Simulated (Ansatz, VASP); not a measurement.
# GaC: VASP beside Ansatz

One calculation is typed for both programs; each brings its own data sets. How far apart do they land? The cell is generated by rule, not measured, and may not be a known phase. The cell is taken from a series of runs on this material, whose earlier steps may have relaxed, scaled, displaced or heated it; both programs get it as it stands.

Program: Ansatz 0.2.0. Level of theory: plane waves, with VASP 6.6.1 beside it; PBEsol. Results are calculated unless marked as measured.

The structure was built from a prototype and need not be the compound's stable phase.

## (1) The starting structure

The structure is cubic, space group Pm-3m (No. 221). Conventional cell: a = 3.555 Å, b = 3.555 Å, c = 3.555 Å, α = 90.00°, β = 90.00°, γ = 90.00°. Nearest to Ga lie 8 C at 3.08 Å. C has 8 Ga at 3.08 Å nearest. Farther neighbours are not listed.

## (2) Ansatz: single point, PBEsol

Ansatz runs on its default PAW (the set named soft_2) files.

A single point takes one fixed geometry, so differences don't come from the geometry; what else differs is listed under the comparison.

input.yaml reads:

```yaml
crystal:
  lattice:
    - [3.55547, 0.0, 0.0]
    - [0.0, 3.55547, 0.0]
    - [0.0, 0.0, 3.55547]
  atoms:
    - { symbol: Ga, position: [0.0, 0.0, 0.0] }
    - { symbol: C, position: [0.5, 0.5, 0.5] }
kpoints:
  mp_grid: { grid: [6, 6, 6] }
hamiltonian:
  xc: pbesol
scf:
  occupations: { method: gaussian, width: 0.1 }
output:
  forces: true
  stress: true
  eigenvalues: true
```

On the command line:

```
$ ansatz run input.yaml --threads 4 --pin off --max-ram 8192MiB --backend cpu --events-out ev --progress --plain --runs-dir out
```

Numbers of over 12 decimals in the logs are rounded to 6 here.

Log:

```text
Engine: ansatz 0.2.0, aarch64-unknown-linux-gnu
Pseudopotentials: kind: paw
Pseudopotential: Ga, paw, valence charge 13, recommended cutoff 420 eV (normal), Ga.paw.azcp
Pseudopotential: C, paw, valence charge 4, recommended cutoff 420 eV (normal), C.paw.azcp
Functional definition: PBEsol
  exchange = pbesol_x
  correlation = pbesol_c
Crystal: 2 atoms, lattice volume = 44.946 Å³
Basis set: ecut = 420 eV, 895 PW (Γ), exchange–correlation on 48×48×48 points (8 copies of the dense FFT grid, shifted against one another)
Bands: 13, of which v1, the nominal top of the filled ones, is band 9 counted from 1 (8 counted from 0)
Symmetry: 48 space group operations
Space group: Pm-3m (ITA 221), of the structure as read, at distance tolerance 3.6e-5 Å
k-points: 20 of 216
Non-local potential: Ga, projectors of the file, l = 0: 2, l = 1: 2, l = 2: 3, l = 3: 1
Non-local potential: C, projectors of the file, l = 0: 2, l = 1: 2, l = 2: 1
PAW form: soft (Blöchl's): semilocal exchange-correlation on the pseudo side does not see the compensation charge
PAW frozen core: Ga, regenerated for the run's functional, and the local potential with it (the file was generated under x = pbe(κ = 0.804, μ = 0.219515), c = pbe(β = 0.066725))
PAW frozen core: C, regenerated for the run's functional, and the local potential with it (the file was generated under x = pbe(κ = 0.804, μ = 0.219515), c = pbe(β = 0.066725))
PAW one-centre angular grid: Ga, 590 points (default); XC on 64 Gauss nodes
PAW one-centre angular grid: C, 110 points (default); XC on 64 Gauss nodes
Initial density: superposition of atomic densities (neutral atoms: chi_scale 0, normalization atom), corrected by the library's trained network
Initial wavefunctions: pseudopotential atomic-orbital guess
Functional: x = pbesol(κ = 0.804, μ = 0.123457), c = pbesol(β = 0.046)
SCF iter   1: F=—  HF=-3983.512912 eV  |F-HF|=—  |Δ(HF+E_count)|=         —  Δρ=8.12e-3  dr2=5.18e-2  ethr=1.77e-3  ⟨swp⟩=5.0  Hψ=1297  notcnv=0
preconditioner: auto → none  [metal: Δε(μ)=0.100 eV  Ē_g=13.665 eV  σ=0.100 eV  W_gap=0.45  n_scr=6 (ndim 8)  ℏωp=22.8 eV  f_vac=0.000  D(μ)=2.28/eV (n_scr^D=18)  sad-step TF]
SCF iter   2: F=—  HF=-3983.506799 eV  |F-HF|=—  |Δ(HF+E_count)|=   6.11e-3  Δρ=5.70e-3  dr2=2.61e-2  ethr=3.05e-4  ⟨swp⟩=1.0  Hψ=420  notcnv=0
SCF iter   3: F=—  HF=-3983.501173 eV  |F-HF|=—  |Δ(HF+E_count)|=   5.63e-3  Δρ=9.94e-4  dr2=9.06e-4  ethr=1.53e-4  ⟨swp⟩=1.3  Hψ=266  notcnv=0
SCF iter   4: F=—  HF=-3983.500951 eV  |F-HF|=—  |Δ(HF+E_count)|=   2.22e-4  Δρ=2.94e-4  dr2=1.22e-5  ethr=5.33e-6  ⟨swp⟩=2.8  Hψ=420  notcnv=0
SCF iter   5: F=—  HF=-3983.500989 eV  |F-HF|=—  |Δ(HF+E_count)|=   3.77e-5  Δρ=4.35e-5  dr2=2.85e-7  ethr=7.15e-8  ⟨swp⟩=2.0  Hψ=421  notcnv=0
SCF iter   6: F=-3983.500990 eV  HF=-3983.500990 eV  |F-HF|=1.65e-9  |Δ(HF+E_count)|=   8.52e-7  Δρ=6.74e-6  dr2=1.35e-8  ethr=5.88e-10  ⟨swp⟩=5.5  Hψ=1160  notcnv=0
SCF 1 converged in 6 iterations: F = -3983.500990 eV  dr2 = 1.35e-8
  greatest PAW one-centre occupation: 0.995 electrons in one spin orbital (limit 2), on the Ga atom at site 0 (counted from 0), in its partial waves of l = 2
SCF converged after 6 iterations
Free energy (F): -3983.500990 eV
Harris-Foulkes:  -3983.500990 eV  (|F-HF|=1.65e-9)
Internal energy: -3983.490530 eV  (E = F + TS)
E sigma→0 (E₀):  -3983.495760 eV
Entropy (-TS):   -0.010460 eV (-5.230 meV/atom)
Fermi energy:    3.381219 eV
--- Per-component energies (eV) ---
  E_band       = -116.519204
  E_kinetic    = 180.659808
  E_local      = -2242.278422  (includes V_loc(G=0)·N_el)
  E_nonlocal   = 451.940703
  E_hartree    = 1004.948351
  E_xc         = -108.090030
  E_vxc        = -106.328541  (∫ρ·V_xc dr)
  E_paw        = -2039.745333  (= ΣΔE_a)
  E_vpaw       = -410.410107  (= ΣTr[D̂ρ^β])
  E_aug_tail   = -0.000089  (compensation charges beyond the density's cutoff)
  E_ewald      = -1231.809597
  E_core_change = 0.884078  (= ΣΔE_core)
  E_smearing   = -0.010460  (= −TS)
  E_closure    = -0.000000  (closes the sum)
  Σ components = -3983.500990   (vs F -3983.500990, Δ=0.00e0)
--- Forces (eV/Å), atoms counted from 1 ---
  atom   1  Ga    -0.00000000    -0.00000000    -0.00000000
  atom   2  C      0.00000000     0.00000000     0.00000000
  max |Σ_I F_I| component: 9.04e-31 eV/Å
--- Stress (GPa, compression-positive) ---
      -17.315157       0.000000       0.000000
        0.000000     -17.315157       0.000000
       -0.000000       0.000000     -17.315157
  P = ⅓ Tr σ = -17.3152 GPa (-173.152 kbar)
--- Band table (eV; the first three rows and the last of 20) ---
  k-point 0: bands = [... 5 lower, -6.6372, -0.0059, 3.4758, 3.4758, 3.4758, 10.4136, 10.4136, 10.4136]
  k-point 1: bands = [... 5 lower, -6.4201, -0.5073, 3.5270, 3.6239, 3.6239, 8.6838, 10.1751, 10.1751]
  k-point 2: bands = [... 5 lower, -5.8638, -1.6422, 3.9584, 3.9584, 4.0394, 6.7879, 9.6248, 9.6248]
  k-point 19: bands = [... 5 lower, -4.4033, 1.4335, 2.5613, 2.5613, 2.5613, 4.9884, 4.9884, 4.9884]
```

The run ends at a pressure of -17.32 GPa.

## (3) VASP: single point, PBEsol

The same cell, functional, mesh and smearing now go to VASP, with its own data sets.

Lines of VASP's logs that name or quote its potential files are left out, and so is its time.

INCAR reads:

```
SYSTEM = GaC
PREC = Accurate
ENCUT = 600
EDIFF = 1E-06
NELM = 120
ISMEAR = 0
SIGMA = 0.1
LREAL = .FALSE.
ALGO = Normal
GGA = PS
NBANDS = 14
LORBIT = 11
LWAVE = .FALSE.
LCHARG = .FALSE.
ISIF = 2
LASPH = .TRUE.
GGA_COMPAT = .FALSE.
```

POSCAR reads:

```
GaC
1.0
    3.5554700000      0.0000000000      0.0000000000
    0.0000000000      3.5554700000      0.0000000000
    0.0000000000      0.0000000000      3.5554700000
Ga C
1 1
Direct
    0.0000000000      0.0000000000      0.0000000000
    0.5000000000      0.5000000000      0.5000000000
```

KPOINTS reads:

```
Automatic mesh
0
Gamma
6 6 6
0 0 0
```

Potentials, in the order of the species: Ga_d and C (PBE family, release 64).

On the command line:

```
$ mpirun -np 1 vasp_std
```

Log:

```text
[banner, memory and clock lines left out]
running    1 mpi-ranks, on    1 nodes
 distrk:  each k-point on    1 cores,    1 groups
 distr:  one band on    1 cores,    1 groups

 POSCAR found type information on POSCAR GaC
 POSCAR found :  2 types and       2 ions
|                                                                             |
|               ----> ADVICE to this user running VASP <----                  |
|                                                                             |
|     You enforced a specific xc type in the INCAR file but a different       |
|     [... a line on the potential file left out ...]
|     I HOPE YOU KNOW WHAT YOU ARE DOING!                                     |
|                                                                             |

 LDA part: xc-table for (Slater+PW92), standard interpolation
 POSCAR, INCAR and KPOINTS ok, starting setup
 FFT: planning ... GRIDC
 FFT: planning ... GRID_SOFT
 FFT: planning ... GRID
 WAVECAR not read
 entering main loop
       N       E                     dE             d eps       ncg     rms          rms(c)
DAV:   1     0.741343896598E+02    0.74134E+02   -0.87559E+03   568   0.175E+03
DAV:   2    -0.253581483295E+00   -0.74388E+02   -0.70990E+02   622   0.326E+02
DAV:   3    -0.659946924528E+01   -0.63459E+01   -0.61963E+01   662   0.703E+01
DAV:   4    -0.675527306797E+01   -0.15580E+00   -0.15501E+00   666   0.114E+01
DAV:   5    -0.675743096119E+01   -0.21579E-02   -0.21574E-02   662   0.122E+00    0.134E+00
DAV:   6    -0.664384750953E+01    0.11358E+00   -0.21648E-01   818   0.555E+00    0.789E-01
DAV:   7    -0.663066895897E+01    0.13179E-01   -0.22005E-02   602   0.945E-01    0.409E-01
DAV:   8    -0.662472503753E+01    0.59439E-02   -0.13652E-02   688   0.716E-01    0.942E-02
DAV:   9    -0.662467398790E+01    0.51050E-04   -0.73904E-04   632   0.194E-01    0.432E-02
DAV:  10    -0.662469941386E+01   -0.25426E-04   -0.75791E-05   702   0.107E-01    0.127E-02
DAV:  11    -0.662470128225E+01   -0.18684E-05   -0.75981E-06   676   0.385E-02    0.242E-03
DAV:  12    -0.662470189686E+01   -0.61462E-06   -0.69884E-07   442   0.918E-03
   1 F= -.66247019E+01 E0= -.66194748E+01  d E =-.104541E-01
```

Parts of OUTCAR (step 3):

```text
ion  position               nearest neighbor table
   1  0.000  0.000  0.000-
   2  0.500  0.500  0.500-

  LATTYP: Found a simple cubic cell.
 ALAT       =     3.5554700000

 Subroutine GETGRP returns: Found 48 space group operations
 (whereof 48 operations were pure point group operations)

The static configuration has the point symmetry O_h .

 Found     20 irreducible k-points:

   k-points           NKPTS =     20   k-points in BZ     NKDIM =     20   number of bands    NBANDS=     14

   dimension x,y,z NGX =    28 NGY =   28 NGZ =   28
   dimension x,y,z NGXF=    56 NGYF=   56 NGZF=   56

   ENCUT  =  600.0 eV  44.10 Ry    6.64 a.u.   7.10  7.10  7.10*2*pi/ulx,y,z

   NELECT =      17.0000    total number of electrons

 k-points in reciprocal lattice and weights: Automatic mesh
   0.00000000  0.00000000  0.00000000       0.005
   0.16666667  0.00000000  0.00000000       0.028
   0.33333333  0.00000000  0.00000000       0.028
   0.50000000  0.00000000  0.00000000       0.014
   0.16666667  0.16666667  0.00000000       0.056
   0.33333333  0.16666667  0.00000000       0.111
   0.50000000  0.16666667  0.00000000       0.056
   0.33333333  0.33333333  0.00000000       0.056
   0.50000000  0.33333333  0.00000000       0.056
[...]
0.50000000  0.50000000  0.33333333       0.028
   0.50000000  0.50000000  0.50000000       0.005

 average (electrostatic) potential at core
       1 -68.6887       2 -55.2615

 E-fermi :   1.1786

 k-point     1 :       0.0000    0.0000    0.0000
  band No.  band energies     occupation
    ...
      3     -13.2391      2.00000
      4     -13.2391      2.00000
      5     -13.2391      2.00000
      6      -8.8398      2.00000
      7      -2.2079      2.00000
      8       1.2735      0.17986
      9       1.2735      0.17986
     10       1.2735      0.17986
     11       8.2120      0.00000
     12       8.2120      0.00000
    ...

 k-point     2 :       0.1667    0.0000    0.0000
  band No.  band energies     occupation
    ...
      3     -13.2434      2.00000
      4     -13.2434      2.00000
      5     -13.2387      2.00000
      6      -8.6225      2.00000
      7      -2.7097      2.00000
      8       1.3243      0.03936
      9       1.4214      0.00060
     10       1.4214      0.00060
     11       6.4821      0.00000
     12       7.9729      0.00000
    ...

 k-point     3 :       0.3333    0.0000    0.0000
  band No.  band energies     occupation
    ...
      3     -13.2520      2.00000
      4     -13.2520      2.00000
      5     -13.2380      2.00000
      6      -8.0657      2.00000
      7      -3.8457      2.00000
      8       1.7560      0.00000
      9       1.7560      0.00000
     10       1.8368      0.00000
     11       4.5855      0.00000
     12       7.4220      0.00000
    ...

  Total       -4.8777007     -4.8777007     -4.8777007      0.0000000     -0.0000000      0.0000000
  in kB     -173.8740129   -173.8740129   -173.8740129      0.0000000     -0.0000000      0.0000000
  external PRESSURE =    -173.8740129 kB  Pullay stress =       0.0000000 kB

  energy-cutoff  :      600.00
  volume of cell :       44.95
      direct lattice vectors                 reciprocal lattice vectors
     3.555470000  0.000000000  0.000000000     0.281256768  0.000000000  0.000000000
     0.000000000  3.555470000  0.000000000     0.000000000  0.281256768  0.000000000
     0.000000000  0.000000000  3.555470000     0.000000000  0.000000000  0.281256768

 POSITION                                       TOTAL-FORCE (eV/Angst)
 -----------------------------------------------------------------------------------
      0.00000      0.00000      0.00000         0.000000      0.000000      0.000000
      1.77774      1.77774      1.77774         0.000000      0.000000      0.000000
 -----------------------------------------------------------------------------------
    total drift:                               -0.000000      0.000000      0.000000

  FREE ENERGIE OF THE ION-ELECTRON SYSTEM (eV)
  ---------------------------------------------------
  free  energy   TOTEN  =        -6.6247018969 eV

  energy  without entropy=       -6.6142477976  energy(sigma->0) =       -6.61947485

 total charge
# of ion       s       p       d       tot
------------------------------------------
    1        1.076   0.262   9.935  11.273
    2        1.024   0.938   0.000   1.962
--------------------------------------------------
tot          2.100   1.200   9.935  13.235

[... 3 further parts left out ...]
```

The k-mesh is coarse for a metal.

The run ends at a pressure of -17.39 GPa.

## (4) Side by side

Known differences besides the potentials themselves: the cutoff is 420 eV in Ansatz and 600 eV in VASP; Ansatz makes its cores anew for this functional, VASP keeps those of its PBE data sets. Total energies have different zeros and are not compared.

Compared:

```csv
quantity,Ansatz,VASP,difference
pressure (GPa),-17.32,-17.39,+0.07
```

## (5) Results

| Property | Result |
| --- | --- |
| difference in pressure (single point, PBEsol) | 0.072 GPa |

The difference in pressure is 0.072 GPa (single point, PBEsol), within the 1 GPa picked in this series as the mark of a large difference. How closely two codes agree says nothing of how well the functional describes the real material.

[Lines on the potential files, build, host, timing and source positions are cut from VASP's logs without a mark.]

[Logs are printed without paths, hosts, clocks, repeated set-up lines and the standing remarks that a program may print on its own settings, such as how far it seeks lower states.]

[Hosts, paths, dates, database ids (printed as entryN), source tags and the programs' standing remarks are cut or masked in the printed files.]
